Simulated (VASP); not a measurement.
Output of a VASP run:

File OUTCAR:
```
 ion  position               nearest neighbor table
   1  0.000  0.000  0.000-   2 2.30   2 2.30   2 2.30   2 2.30   2 2.30   2 2.30
   2  0.500  0.500  0.500-   1 2.30   1 2.30   1 2.30   1 2.30   1 2.30   1 2.30
  LATTYP: Found a face centered cubic cell.
 ALAT       =     4.6058871796
 Subroutine PRICEL returns:
 Original cell was already a primitive cell.
 Subroutine GETGRP returns: Found 48 space group operations
The static configuration has the point symmetry O_h .
The dynamic configuration has the point symmetry O_h .
 Subroutine INISYM returns: Found 48 space group operations
 Subroutine IBZKPT returns following result:
 Found    104 irreducible k-points:

 Following reciprocal coordinates:
            Coordinates               Weight
  0.000000  0.000000  0.000000      1.000000
  0.071429  0.000000  0.000000      8.000000
  0.142857  0.000000  0.000000      8.000000
  0.214286  0.000000  0.000000      8.000000
  0.285714  0.000000  0.000000      8.000000
  0.357143  0.000000  0.000000      8.000000
  0.428571  0.000000  0.000000      8.000000
  0.500000  0.000000  0.000000      4.000000
  0.071429  0.071429  0.000000      6.000000
  0.142857  0.071429  0.000000     24.000000
  0.214286  0.071429  0.000000     24.000000
  0.285714  0.071429  0.000000     24.000000
  0.357143  0.071429  0.000000     24.000000
  0.428571  0.071429  0.000000     24.000000
  0.500000  0.071429  0.000000     24.000000
 -0.428571  0.071429  0.000000     24.000000
 -0.357143  0.071429  0.000000     24.000000
 -0.285714  0.071429  0.000000     24.000000
 -0.214286  0.071429  0.000000     24.000000
 -0.142857  0.071429  0.000000     24.000000
 -0.071429  0.071429  0.000000     12.000000
  0.142857  0.142857  0.000000      6.000000
  0.214286  0.142857  0.000000     24.000000
  0.285714  0.142857  0.000000     24.000000
  0.357143  0.142857  0.000000     24.000000
  0.428571  0.142857  0.000000     24.000000
  0.500000  0.142857  0.000000     24.000000
 -0.428571  0.142857  0.000000     24.000000
 -0.357143  0.142857  0.000000     24.000000
 -0.285714  0.142857  0.000000     24.000000
 -0.214286  0.142857  0.000000     24.000000
 -0.142857  0.142857  0.000000     12.000000
  0.214286  0.214286  0.000000      6.000000
  0.285714  0.214286  0.000000     24.000000
  0.357143  0.214286  0.000000     24.000000
  0.428571  0.214286  0.000000     24.000000
  0.500000  0.214286  0.000000     24.000000
 -0.428571  0.214286  0.000000     24.000000
 -0.357143  0.214286  0.000000     24.000000
 -0.285714  0.214286  0.000000     24.000000
   k-points           NKPTS =    104   k-points in BZ     NKDIM =    104   number of bands    NBANDS=     11
   number of dos      NEDOS =    301   number of ions     NIONS =      2
   total plane-waves  NPLWV =  13824
   dimension x,y,z NGX =    24 NGY =   24 NGZ =   24
   dimension x,y,z NGXF=    48 NGYF=   48 NGZF=   48
   ions per type =               1   1
   PREC   = accura    normal or accurate (medium, high low for compatibility)
   ISTART =      0    job   : 0-new  1-cont  2-samecut
   ICHARG =      2    charge: 1-file 2-atom 10-const
   ISPIN  =      1    spin polarized calculation?
   LNONCOLLINEAR =      F non collinear calculations
   LSORBIT =      F    spin-orbit coupling
   INIWAV =      1    electr: 0-lowe 1-rand  2-diag
   ENCUT  =  520.0 eV  38.22 Ry    6.18 a.u.   6.06  6.06  6.06*2*pi/ulx,y,z
   NELM   =    100;   NELMIN=  2; NELMDL= -5     # of ELM steps
   EDIFF  = 0.1E-06   stopping-criterion for ELM
   LREAL  =      F    real-space projection
   NLSPLINE    = F    spline interpolate recip. space projectors
   LMAXMIX     =    6 max onsite mixed and CHGCAR
   VOSKOWN=      0    Vosko Wilk Nusair interpolation
   EDIFFG = 0.1E-05   stopping-criterion for IOM
   NSW    =      0    number of steps for IOM
   NBLOCK =      1;   KBLOCK =      1    inner block; outer block
   IBRION =     -1    ionic relax: 0-MD 1-quasi-New 2-CG
...
```

OSZICAR:
```
       N       E                     dE             d eps       ncg     rms          rms(c)
DAV:   1     0.224734475200E+02    0.22473E+02   -0.78713E+03  2288   0.122E+03
DAV:   2    -0.233773184477E+02   -0.45851E+02   -0.43479E+02  2900   0.216E+02
DAV:   3    -0.250604196782E+02   -0.16831E+01   -0.16654E+01  2984   0.319E+01
DAV:   4    -0.250747054159E+02   -0.14286E-01   -0.14199E-01  2705   0.307E+00
DAV:   5    -0.250748847376E+02   -0.17932E-03   -0.17928E-03  3005   0.289E-01    0.612E+01
DAV:   6    -0.222827888927E+02    0.27921E+01   -0.17798E+01  2528   0.219E+01    0.427E+01
DAV:   7    -0.222110525210E+02    0.71736E-01   -0.58670E-01  2609   0.591E+00    0.239E+01
DAV:   8    -0.222000912177E+02    0.10961E-01   -0.45259E-02  2545   0.207E+00    0.464E+00
DAV:   9    -0.221956451288E+02    0.44461E-02   -0.22046E-02  2563   0.897E-01    0.187E+00
DAV:  10    -0.221953665141E+02    0.27861E-03   -0.10374E-03  2738   0.266E-01    0.259E-01
DAV:  11    -0.221953619267E+02    0.45874E-05   -0.11181E-04  2689   0.820E-02    0.416E-02
DAV:  12    -0.221953601103E+02    0.18164E-05   -0.43218E-06  2622   0.188E-02    0.459E-02
DAV:  13    -0.221953598105E+02    0.29980E-06   -0.24273E-07  2401   0.511E-03    0.109E-03
DAV:  14    -0.221953598094E+02    0.11153E-08   -0.38687E-09  1279   0.551E-04
   1 F= -.22195360E+02 E0= -.22195337E+02  d E =-.674414E-04
```

**OUTCAR**
```
------------------------ aborting loop because EDIFF is reached ----------------------------------------
  FORCE on cell =-STRESS in cart. coord.  units (eV):
  Direction    XX          YY          ZZ          XY          YZ          ZX
  --------------------------------------------------------------------------------------
  Total       -0.0262860     -0.0262860     -0.0262860     -0.0000000      0.0000000     -0.0000000
  in kB       -1.7240726     -1.7240726     -1.7240726     -0.0000000      0.0000000     -0.0000000
  external PRESSURE =      -1.7240726 kB  Pullay stress =       0.0000000 kB
  volume of cell :       24.43
      direct lattice vectors                 reciprocal lattice vectors
     0.000000000  2.302943590  2.302943590    -0.217113438  0.217113438  0.217113438
     2.302943590  0.000000000  2.302943590     0.217113438 -0.217113438  0.217113438
     2.302943590  2.302943590  0.000000000     0.217113438  0.217113438 -0.217113438
 POSITION                                       TOTAL-FORCE (eV/Angst)
 -----------------------------------------------------------------------------------
      0.00000      0.00000      0.00000         0.000000      0.000000      0.000000
      2.30294      2.30294      2.30294         0.000000      0.000000      0.000000
 -----------------------------------------------------------------------------------
    total drift:                                0.000000     -0.000000     -0.000000
  FREE ENERGIE OF THE ION-ELECTRON SYSTEM (eV)
  ---------------------------------------------------
  free  energy   TOTEN  =       -22.1953598094 eV

  energy  without entropy=      -22.1952923680  energy(sigma->0) =      -22.19533733
```
(Selected blocks of OUTCAR.)

File POSCAR:
```
HfC
1
    0.0000000000     2.3029435898     2.3029435898
    2.3029435898     0.0000000000     2.3029435898
    2.3029435898     2.3029435898     0.0000000000
Hf C
1 1
Direct
  0.0000000000   0.0000000000   0.0000000000
  0.5000000000   0.5000000000   0.5000000000
```

Question: Write an INCAR and KPOINTS that could have produced this output.

Answer: One answer among several that fit: the input of the run itself, PBEsol GGA, plane waves, VASP's PBE PAW potentials (set 64).

INCAR:
```
SYSTEM = HfC
PREC = Accurate
ENCUT = 520
EDIFF = 1E-7
NELM = 100
ALGO = Normal
LREAL = .FALSE.
LASPH = .TRUE.
ISMEAR = 1
SIGMA = 0.1
GGA = PS
LMAXMIX = 6
LWAVE = .FALSE.
LCHARG = .FALSE.
ISIF = 2
```

KPOINTS:
```
Automatic mesh
0
G
  14 14 14
0 0 0
```

POTCAR, in this order: Hf_pv C (PBE.64 set). Program: vasp_std.

The compound is HfC in the rock salt structure. It was relaxed first.
